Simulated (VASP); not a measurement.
Crystal: NaF.

```xyz
2
Lattice="0.0000 2.3469 2.3469 2.3469 0.0000 2.3469 2.3469 2.3469 0.0000" Properties=species:S:1:pos:R:3 pbc="T T T"
Na    2.3469    2.3469    4.6939
F     2.3469    2.3469    2.3469
```

The cell was built by a generator and needn't be a form met in nature.

Base run:

- Program: VASP 6.6.1
- Functional: r2SCAN
- Potentials or basis: VASP PAW PBE potentials, release 64 (Na_pv, F)
- Cutoff: 520 eV
- k mesh: 10 × 10 × 10
- Occupations: gaussian, width 0.02 eV
- Spin: no spin polarisation

Its results: band gap on the k mesh 6.96 eV, direct; pressure -3.6 GPa.

Problem. The run is repeated on the same cell with these changes: functional from r2SCAN to PBE. What comes out?

Solution. Band gap on the k mesh 6.10 eV, direct; pressure 0.1 GPa.

r2SCAN gives the wider gap, since meta-GGAs in the generalised Kohn-Sham scheme recover part of the derivative discontinuity.

Caveats: the PAW data sets were made with another functional, which shifts forces and pressure a little (some runs).

A k mesh can miss the band edges.
